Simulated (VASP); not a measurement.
Bi: relaxation of cell and atoms with PBE+D3(BJ)

The system is Bi.

```
CELL_PARAMETERS angstrom
2.26427 1.30728 3.89081
-2.26427 1.30728 3.89081
0.00000 -2.61455 3.89081
ATOMIC_POSITIONS crystal
Bi 0.23732 0.23732 0.23732
Bi 0.76268 0.76268 0.76268
```

```yaml
Program: VASP 6.6.1
Task: relaxation of cell and atoms
Functional: PBE
Dispersion: D3(BJ)
Potentials_or_basis: VASP PAW PBE potentials, release 64 (Bi_d)
Cutoff: 600 eV
k_mesh: 12 × 12 × 10
Occupations: methfessel-paxton, width 0.1 eV
Spin: no spin polarisation
Further_INCAR_settings: ALGO = Normal; EDIFF = 1e-07; IBRION = 2; EDIFFG = -0.005; NSW = 90; ISIF = 3
```

```
Relaxed volume                         : 34.57 Å³/atom
Relaxed cell                           : a = 4.686 Å, b = 4.686 Å, c = 4.686 Å, α = 57.83°, β = 57.83°, γ = 57.83°
Space group after relaxing (to 0.05 Å) : R-3m (No. 166)
Energy gained by relaxing              : 0.0 meV/atom
Ionic steps                            : 3
Pressure after relaxing                : 0.0 GPa
Band gap on the k mesh                 : none (metal or under the smearing width)
Dispersion energy per atom             : -0.462 eV
```

Final structure:
```
Bi
1.0
     2.26566    1.30808    3.88792
    -2.26566    1.30808    3.88792
     0.00000   -2.61616    3.88792
Bi
2
Direct
  0.23727 0.23727 0.23727
  0.76273 0.76273 0.76273
```

Levels at points of the mesh, in eV from the Fermi level:
```
           k point  band 12  band 13  band 14  band 15  band 16  band 17  band 18  band 19
(0.00, 0.00, 0.00)    -7.43    -1.53    -1.25    -1.25     2.75     3.03     3.03     5.49
(0.50, 0.00, 0.00)   -10.64    -1.15    -1.01    -0.27    -0.27     0.35     0.76     7.71
(0.50, 0.50, 0.00)    -9.43    -4.85    -3.13    -2.98     2.46     5.00     5.35     6.92
(0.50, 0.50, 0.50)   -10.17    -0.81    -0.53    -0.53     0.50     0.50     0.55     7.28
```

It took 23 min on 1 thread of Intel(R) Xeon(R) Platinum 8488C (Sapphire Rapids), on a shared host, peak memory 0.64 GiB.

Caveat: spin-orbit coupling is left out, which moves the levels of the heavy elements; pairwise dispersion overbinds metals, which lowers pressure and volume.
